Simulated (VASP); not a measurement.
```
Na2S
1.0
    0.00000     3.29105     3.29105
    3.29105     0.00000     3.29105
    3.29105     3.29105     0.00000
Na S
2 1
Cartesian
  1.64553   1.64553   1.64553
  4.93658   4.93658   4.93658
  0.00000   0.00000   0.00000
```

Computed with vdW-DF2, VASP's PBE PAW potentials (set 64) (plane waves; VASP). Settings: 520 eV cut-off, Gaussian smearing of 0.050 eV, potentials Na_pv S.

### Question
Give the energies of bands 8 to 13 at the high-symmetry points, in eV from the valence-band maximum.

### Answer

```json
[
 {"band": "8", "Γ": "0.00", "X": "-1.45", "U": "-1.21", "L": "-1.61", "W": "-1.00"},
 {"band": "9", "Γ": "0.00", "X": "-0.45", "U": "-0.91", "L": "-0.13", "W": "-1.00"},
 {"band": "10", "Γ": "0.00", "X": "-0.45", "U": "-0.34", "L": "-0.13", "W": "-0.56"},
 {"band": "11", "Γ": "2.33", "X": "3.87", "U": "4.55", "L": "4.57", "W": "4.83"},
 {"band": "12", "Γ": "7.67", "X": "5.82", "U": "6.22", "L": "6.40", "W": "6.98"},
 {"band": "13", "Γ": "7.67", "X": "8.11", "U": "7.57", "L": "7.08", "W": "6.98"}
]
```

The gap is direct, 2.33 eV, from the valence maximum at Γ to the conduction minimum at Γ.

The compound is Na2S in the antifluorite structure. It was relaxed first.
